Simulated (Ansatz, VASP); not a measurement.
# InAs: VASP beside Ansatz, part 2 of 2

Aim: how closely do two programs agree when they are given the same cell, functional and k mesh? The cell is taken from a series of runs on this material, whose earlier steps may have relaxed, scaled, displaced or heated it; both programs get it as it stands.

VASP 6.6.1 and Ansatz 0.2.0.

So far: The starting structure; VASP: zone-centre phonons, PBEsol.

**3. Ansatz: zone-centre phonons, PBEsol**

Level of this step: Ansatz beside VASP: Kohn-Sham DFT, plane waves, PBEsol (Ansatz).

Ansatz runs on its PAW soft_1 files.

The same cell, functional, mesh and smearing now go to Ansatz, which takes its cutoff from its data sets.

File input.yaml:

```yaml
crystal:
  lattice:
    - [0.0, 3.0131043201, 3.0779805737]
    - [3.0131043201, 0.0, 3.0779805737]
    - [3.0131043201, 3.0131043201, 0.0]
  atoms:
    - { symbol: As, position: [0.75, 0.75, 0.75] }
    - { symbol: In, position: [0.0, 0.0, 0.0] }
kpoints:
  mp_grid: { grid: [12, 12, 12] }
hamiltonian:
  xc: pbesol
  pseudopotentials: { kind: paw, azcp: { folder: soft_1 }, xc_functional: pbe }
scf:
  occupations: { method: methfessel_paxton, width: 0.2 }
output:
  eigenvalues: true
phonons:
  method: dfpt
```

Launch:

```console
$ ansatz run input.yaml --threads 4 --pin off --max-ram 10240MiB --backend cpu --events-out ev --progress --plain --runs-dir out
```

Numbers of over 12 decimals in the logs are rounded to 6 here.

Output:

```text
zone centre: on kpoints.mp_grid the ground state, and the responses unless they are solved on pairs of k-points, stand on 280 of the mesh's 1728 k-points, reduced under 4 symmetry operations, with k and −k counted as one. Each operation leaves every solved displacement unchanged or reverses it
Engine: ansatz 0.2.0, aarch64-unknown-linux-gnu
Pseudopotentials: kind: paw
Pseudopotential: As, paw, valence charge 15, recommended cutoff 420 eV (normal), soft_1/As.paw.azcp
Pseudopotential: In, paw, valence charge 13, recommended cutoff 420 eV (normal), soft_1/In.paw.azcp
Functional definition: PBEsol
  exchange = pbesol_x
  correlation = pbesol_c
Crystal: 2 atoms, lattice volume = 55.889 Å³
Basis set: ecut = 420 eV, 1091 PW (Γ), exchange–correlation on 60×60×60 points (8 copies of the dense FFT grid, shifted against one another)
Bands: 18, of which v1, the nominal top of the filled ones, is band 14 counted from 1 (13 counted from 0)
Symmetry: 8 space group operations
k-points: 280 of 1728 (irreducible under 4 space group operations, time reversal used)
Non-local potential: As, projectors of the file, l = 0: 2, l = 1: 2, l = 2: 3, l = 3: 1
Non-local potential: In, projectors of the file, l = 0: 2, l = 1: 2, l = 2: 2, l = 3: 1
PAW form: soft (Blöchl's): semilocal exchange-correlation on the pseudo side does not see the compensation charge
PAW frozen core: As, regenerated for the run's functional, and the local potential with it (the file was generated under x = pbe(κ = 0.804, μ = 0.219515), c = pbe(β = 0.066725))
PAW frozen core: In, regenerated for the run's functional, and the local potential with it (the file was generated under x = pbe(κ = 0.804, μ = 0.219515), c = pbe(β = 0.066725))
PAW one-centre angular grid: As, 590 points (default); XC on 64 Gauss nodes
PAW one-centre angular grid: In, 590 points (default); XC on 64 Gauss nodes
Initial density: superposition of atomic densities (chi_scale 0.1, normalization cell, long waves kept (reshape's long-wave potential 0.00 eV rms))
Initial wavefunctions: pseudopotential atomic-orbital guess
Functional: x = pbesol(κ = 0.804, μ = 0.123457), c = pbesol(β = 0.046)
SCF iter   1: F=—  HF=-10338.984492 eV  |F-HF|=—  |Δ(HF+E_count)|=         —  Δρ=2.85e-2  dr2=3.63e-1  ethr=3.10e-3  ⟨swp⟩=5.2  Hψ=25485  notcnv=0
preconditioner: auto → none  [insulator: Δε(μ)=0.766 eV  Ē_g=14.632 eV  σ=0.200 eV  W_gap=0.57  n_scr=14 (ndim 8)  ℏωp=21.1 eV  f_vac=0.009  D(μ)=0.05/eV (n_scr^D=0)  ε∞_Penn≈3.1]
SCF iter   2: F=—  HF=-10338.906693 eV  |F-HF|=—  |Δ(HF+E_count)|=   7.78e-2  S|Δr|=    0.00e0  Δρ=1.29e-2  dr2=6.59e-2  ethr=1.30e-3  ⟨swp⟩=2.0  Hψ=8333  notcnv=0
SCF iter   3: F=—  HF=-10338.895444 eV  |F-HF|=—  |Δ(HF+E_count)|=   1.12e-2  S|Δr|=    0.00e0  Δρ=1.88e-3  dr2=4.51e-3  ethr=2.35e-4  ⟨swp⟩=2.1  Hψ=7426  notcnv=0
SCF iter   4: F=—  HF=-10338.893742 eV  |F-HF|=—  |Δ(HF+E_count)|=   1.70e-3  S|Δr|=    0.00e0  Δρ=6.00e-4  dr2=1.17e-4  ethr=1.61e-5  ⟨swp⟩=2.0  Hψ=8961  notcnv=0
SCF iter   5: F=—  HF=-10338.893749 eV  |F-HF|=—  |Δ(HF+E_count)|=   6.80e-6  S|Δr|=    0.00e0  Δρ=1.93e-4  dr2=7.74e-6  ethr=4.17e-7  ⟨swp⟩=2.0  Hψ=8959  notcnv=0
SCF iter   6: F=—  HF=-10338.893757 eV  |F-HF|=—  |Δ(HF+E_count)|=   8.21e-6  S|Δr|=    0.00e0  Δρ=1.71e-5  dr2=8.37e-8  ethr=2.76e-8  ⟨swp⟩=2.0  Hψ=5973  notcnv=0
SCF iter   7: F=—  HF=-10338.893757 eV  |F-HF|=—  |Δ(HF+E_count)|=   1.78e-7  S|Δr|=    0.00e0  Δρ=4.55e-6  dr2=1.04e-8  ethr=2.99e-10  ⟨swp⟩=2.0  Hψ=8961  notcnv=0
SCF iter   8: F=—  HF=-10338.893757 eV  |F-HF|=—  |Δ(HF+E_count)|=   8.34e-9  S|Δr|=    0.00e0  Δρ=9.18e-7  dr2=2.84e-10  ethr=3.73e-11  ⟨swp⟩=2.0  Hψ=8961  notcnv=0
SCF iter   9: F=—  HF=-10338.893757 eV  |F-HF|=—  |Δ(HF+E_count)|=  1.51e-10  S|Δr|=    0.00e0  Δρ=1.57e-7  dr2=1.11e-11  ethr=1.01e-12  ⟨swp⟩=2.0  Hψ=8961  notcnv=0
SCF iter  10: F=-10338.893757 eV  HF=-10338.893757 eV  |F-HF|=1.82e-12  |Δ(HF+E_count)|=  1.64e-11  S|Δr|=    0.00e0  Δρ=2.33e-8  dr2=1.67e-13  ethr=1.00e-12  ⟨swp⟩=5.5  Hψ=19542  notcnv=0
SCF 1 converged in 10 iterations: F = -10338.893757 eV  dr2 = 1.67e-13
  greatest PAW one-centre occupation: 0.999 electrons in one spin orbital (limit 2), on the As atom at site 0 (counted from 0), in its partial waves of l = 2
DFPT response loops at Γ: preconditioner auto → Kerker (q_TF=auto, 2.431 Å⁻¹) (partly filled bands, converged f_vac=0.090); β = 1.00, the filter's whole step (`scf.mixing.beta` (0.50) is not read by the response loops under this deck's `scf.mixing.preconditioner`; to damp them name `kerker` or `kerker_dos`, under which they read `scf.mixing.beta`, and type it under 1.00, their step now; both keys bind the ground state too); Broyden in place of MSR1
SCF converged after 10 iterations
Stability not checked: this state was not tested for a lower state beside it, because cold or Methfessel-Paxton smearing, or corrected tetrahedra, fill the levels in a way that the test cannot read (fill_not_monotonic; see scf.lower_state_search)
Free energy (F): -10338.893757 eV
Harris-Foulkes:  -10338.893757 eV  (|F-HF|=1.82e-12)
Internal energy: -10338.894208 eV  (E = F + TS)
E sigma→0 (E₀):  -10338.893870 eV
Entropy (-TS):   0.000452 eV (0.226 meV/atom)
Fermi energy:    7.444818 eV
Step filling:    the computed levels leave a gap of 0.0000 eV = 0.0 smearing widths at the electron count; against every level under it full and every level over it empty, smearing changes F+E_penalty+E_count by +0.174 meV and its σ→0 estimate by +0.062 meV
--- Per-component energies (eV) ---
  E_band       = -324.043160
  E_kinetic    = 316.877041
  E_local      = -3493.508771  (includes V_loc(G=0)·N_el)
  E_nonlocal   = -63.444312
  E_hartree    = 1735.207312
  E_xc         = -211.506581
  E_vxc        = -163.177517  (∫ρ·V_xc dr)
  E_paw        = -6109.557477  (= ΣΔE_a)
  E_vpaw       = -391.204392  (= ΣTr[D̂ρ^β])
  E_aug_tail   = 0.000146  (compensation charges beyond the density's cutoff)
  E_ewald      = -2514.163899
  E_core_change = 1.202334  (= ΣΔE_core)
  E_smearing   = 0.000452  (= −TS)
  E_closure    = -0.000000  (closes the sum)
  Σ components = -10338.893757   (vs F -10338.893757, Δ=0.00e0)
--- Band table (eV; the first three rows and the last of 280) ---
  k-point 0: bands = [... 10 lower, -4.4284, 7.0460, 7.3210, 7.4271, 7.4271, 11.2440, 11.2440, 11.2858]
  k-point 1: bands = [... 10 lower, -4.3566, 6.0616, 7.2626, 7.3397, 8.1294, 11.2601, 11.3800, 11.4172]
  k-point 2: bands = [... 10 lower, -4.1495, 4.8509, 7.0355, 7.1274, 8.5433, 11.5738, 11.6964, 11.7457]
  k-point 279: bands = [... 10 lower, -2.4914, 1.4878, 5.1694, 5.1694, 8.9269, 9.5044, 16.2695, 16.5349]
--- Phonons (Γ-DFPT): 4 representative perturbations + reference, on 280 of 1728 k-points (Σ response iterations 12) ---
  k mesh reduced under 4 symmetry operations, with k and −k counted as one. Each operation leaves every solved displacement unchanged or reverses it
  ASR residual: 9.770e-5 → 0.000e0 eV/Å²; symmetrization residual: 1.791e-5 eV/Å²
  ASR residual per site (eV/Å²): 4.55e-5 9.77e-5
  Γ frequencies (cm⁻¹): 0.00 0.00 0.00 210.15 210.15 211.23
  non-analytic LO–TO correction: not included (Born effective charges unavailable; polar crystals: no LO–TO splitting at Γ)
```

**4. Differences**

Known differences besides the potentials themselves: the data sets hold 28 valence electrons in Ansatz (on its PAW soft_1 files) and 18 in VASP; the cutoff is 420 eV in Ansatz and 500 eV in VASP; Ansatz makes its cores anew for this functional, VASP keeps those of its PBE data sets. Total energies have different zeros and are not compared.

Compared:

| quantity | Ansatz | VASP | difference |
| --- | --- | --- | --- |
| optical mode 1 to 2 (cm⁻¹) | 210.2 | 210.5 | -0.16 % |
| optical mode 3 (cm⁻¹) | 211.2 | 211.8 | -0.25 % |

Modes are paired by rising frequency, not by their patterns, so a pair may set unlike modes beside each other; they are those without the splitting of longitudinal modes.

**5. Summary of results**

| Property | Result |
| --- | --- |
| r.m.s. difference of the optical zone-centre modes, each program's sorted by frequency (zone-centre phonons, PBEsol) | 0.41 cm⁻¹ |

In words: The r.m.s. difference of the optical zone-centre modes, each program's sorted by frequency is 0.41 cm⁻¹ (zone-centre phonons, PBEsol). The data sets hold unlike numbers of valence electrons (28 in Ansatz and 18 in VASP), so part of the differences comes from the potentials. How closely two codes agree says nothing of how well the functional describes the real material.

[Lines on the potential files, build, host, timing and source positions are cut from VASP's logs without a mark.]

[Logs are printed without paths, hosts, clocks, repeated set-up lines and the standing remarks that a program may print on its own settings, such as how far it seeks lower states.]

[Hosts, paths, dates, database ids (printed as entryN), source tags and the programs' standing remarks are cut or masked in the printed files.]
